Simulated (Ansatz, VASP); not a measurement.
# WAu (Au-W stack, (100) layers): VASP beside Ansatz, part 2 of 2

One calculation is typed for both programs; each brings its own data sets. How far apart do they land? The structure shown is the end of the Ansatz relaxation below.

VASP 6.6.1 and Ansatz 0.2.0.

So far: The structure; Ansatz: relaxation, PBE; VASP: single point, PBE, pair 1; Differences.

### 5. Other set-ups

Further runs change the set-up of one program: Ansatz's method, potentials or start, or VASP's data sets, cutoff or form of LDA. The table gives that difference for each run.

```
                                                             run  r.m.s. force difference (meV/Å)
                                                        as above                               29
VASP with the data sets Au_sv_GW and W_sv and a cutoff of 400 eV                               13
```

### 6. Ansatz: relaxation, PBE

This run makes the geometry at which the two programs are then compared.

The structure compared here is the end of the Ansatz relaxation.

Input file input.yaml:

```yaml
crystal:
  lattice:
    - [2.6696632934, 0.0, 0.0]
    - [0.0, 2.6696632934, 0.0]
    - [0.0, 0.0, 27.7813519091]
  atoms:
    - { symbol: Au, position: [0.0, 0.0, 0.194154892] }
    - { symbol: W, position: [0.5, 0.5, 0.2734494219] }
  periodic: [true, true, false]
kpoints:
  mp_grid: { grid: [12, 12, 1] }
hamiltonian:
  xc: pbe
scf:
  occupations: { method: methfessel_paxton, width: 0.2 }
output:
  forces: true
  stress: true
  eigenvalues: true
  write_density: true
  write_potential: true
  elf: true
  volumetric_format: npy
relax:
  adjacent_minimum: "off"
  f_tol: 0.001
  max_steps: 60
  cell: { stress_2d_tol: 0.002 }
```

Started as:

```
ansatz run input.yaml --threads 4 --pin off --max-ram 16384MiB --backend cpu --events-out ev --progress --plain --runs-dir out
```

Numbers of over 12 decimals in the logs are rounded to 6 here.

Output:

```text
[...]
Crystal: 2 atoms, lattice volume = 198.001 Å³
Basis set: ecut = 420 eV, 3873 PW (Γ), exchange–correlation on 36×36×384 points (8 copies of the dense FFT grid, shifted against one another)
Bands: 21, of which v1, the nominal top of the filled ones, is band 17 counted from 1 (16 counted from 0)
Symmetry: 8 space group operations
[...]
k-points: 28 of 144
[...]
k-point 27: bands = [... 13 lower, -5.9191, -5.9191, -5.6370, -3.2784, -0.0790, -0.0790, 2.1592, 2.6494]
--- Relaxed structure (4 steps of the walk, 3 accepted, 1 SCFs on fresh bases) ---
[...]
cell:  # Å, volume = 197.4843 Å³
    - [2.666181, 0.0, 0]
    - [0.0, 2.666181, 0.0]
    - [0, 0.0, 27.7813519091]
  atoms:
    - { symbol: Au, position: [0, 0.0, 0.194028] }
    - { symbol: W, position: [0.500000, 0.500000, 0.273576] }
[key lines of the parts left out:]
SCF converged after 8 iterations
Free energy (F): -23531.351538 eV
Fermi energy:    -5.002726 eV
P = ½ c Tr σ = 0.0005 N/m
```

### 7. VASP: single point, PBE, pair 2

The same cell, functional, mesh and smearing now go to VASP, with its own data sets.

Input file INCAR:

```
SYSTEM = WAu
PREC = Accurate
ENCUT = 520
EDIFF = 1E-06
NELM = 120
ISMEAR = 1
SIGMA = 0.2
LREAL = .FALSE.
ALGO = Normal
GGA = PE
NBANDS = 14
LASPH = .TRUE.
LORBIT = 11
LWAVE = .FALSE.
LCHARG = .FALSE.
ISIF = 2
LDIPOL = .TRUE.
IDIPOL = 3
DIPOL = 0.5 0.5 0.234
LVHAR = .TRUE.
GGA_COMPAT = .FALSE.
NELMDL = -8
KPAR = 2
```

Input file POSCAR:

```
WAu
1.0
    2.6661806850      0.0000000000      0.0000000000
    0.0000000000      2.6661806850      0.0000000000
    0.0000000000      0.0000000000     27.7813519091
Au W
1 1
Direct
    0.0000000000      0.0000000000      0.1940281826
    0.5000000000      0.5000000000      0.2735761313
```

Input file KPOINTS:

```
Automatic mesh
0
Gamma
12 12 1
0 0 0
```

Potentials, in the order of the species: Au and W (PBE family, release 64).

Started as:

```
mpirun -np 2 vasp_std
```

Output:

```text
[... set-up lines as in an earlier step ...]
 entering main loop
       N       E                     dE             d eps       ncg     rms          rms(c)
DAV:   1     0.105081397137E+03    0.10508E+03   -0.54392E+03   784   0.858E+02
DAV:   2    -0.681476234786E+01   -0.11190E+03   -0.10284E+03  1264   0.165E+02
DAV:   3    -0.144655023142E+02   -0.76507E+01   -0.74087E+01   982   0.508E+01
DAV:   4    -0.145914756485E+02   -0.12597E+00   -0.12546E+00  1024   0.735E+00
[...]
DAV:  27    -0.134313172814E+02   -0.19998E-05   -0.91240E-08   704   0.142E-03    0.478E-04
DAV:  28    -0.134313188410E+02   -0.15597E-05   -0.85618E-08   746   0.282E-03    0.675E-04
DAV:  29    -0.134313197223E+02   -0.88129E-06   -0.47558E-08   668   0.240E-03
   1 F= -.13431320E+02 E0= -.13432208E+02  d E =0.266498E-02
```

Parts of OUTCAR (step 7):

```text
  Total       -0.4131754     -0.4131754     -0.1296246      0.0000000      0.0000000      0.0000000
  in kB       -3.3520657     -3.3520657     -1.0516362      0.0000000      0.0000000      0.0000000
  external PRESSURE =      -2.5852559 kB  Pullay stress =       0.0000000 kB

 POSITION                                       TOTAL-FORCE (eV/Angst)
 -----------------------------------------------------------------------------------
      0.00000      0.00000      5.39037         0.000000      0.000000      0.048610
      1.33309      1.33309      7.60031         0.000000     -0.000000     -0.048610
 -----------------------------------------------------------------------------------
    total drift:                               -0.000000      0.000000     -0.000225

  FREE ENERGIE OF THE ION-ELECTRON SYSTEM (eV)
  ---------------------------------------------------
  free  energy   TOTEN  =       -13.4313197223 eV

  energy  without entropy=      -13.4339847007  energy(sigma->0) =      -13.43220805

[... 3 further parts left out ...]
[key lines of the parts left out:]
E-fermi :  -2.6820
```

The run ends at a pressure of -0.26 GPa, with forces up to 0.049 eV/Å.

### 8. Differences

What differs besides the data sets and the points named for the pairs above, as far as they apply: the data sets hold 33 valence electrons in Ansatz (on its default PAW (the set named soft_2) files) and 17 in VASP. Total energies have different zeros and are not compared.

Forces (eV/Å; atoms numbered as in POSCAR):

```
atom       Ansatz x, y, z          VASP x, y, z
 Au1  0.000, 0.000, 0.000   0.000, 0.000, 0.049
  W2  0.000, 0.000, 0.000  0.000, 0.000, -0.049
```

The forces differ by 28 meV/Å r.m.s., where the r.m.s. force is 0.000 eV/Å in Ansatz and 0.028 eV/Å in VASP: the atoms lie near their places of rest in Ansatz, so a percentage would say little (all taken over all components). Where the cell holds vacuum, a pressure given here is an average over it and none of the material.

### 9. What came out

```yaml
r_m_s_force_difference_single_point_pbe_pair_1: 29 meV/Å
r_m_s_force_difference_single_point_pbe_pair_2: 28 meV/Å
```

**Reading.** The r.m.s. force difference is 29 meV/Å (single point, PBE, pair 1), beyond the 12 meV/Å picked in this series as the mark of a large difference. The data sets hold unlike numbers of valence electrons (33 in Ansatz and 17 in VASP), so part of the differences may come from the potentials. Single point, PBE, pair 1, VASP with the data sets Au_sv_GW and W_sv and a cutoff of 400 eV: r.m.s. force difference goes from 29 to 13 meV/Å. What causes the difference of the single point, PBE, pair 2 pair stays open here. Such differences can come from data sets, numerical settings and the points named under the comparisons, not from the functional's error against experiment.

[Lines on the potential files, build, host, timing and source positions are cut from VASP's logs without a mark.]

[Logs are printed without paths, hosts, clocks, repeated set-up lines and the standing remarks that a program may print on its own settings, such as how far it seeks lower states.]

[Hosts, paths, dates, database ids (printed as entryN), source tags and the programs' standing remarks are cut or masked in the printed files.]
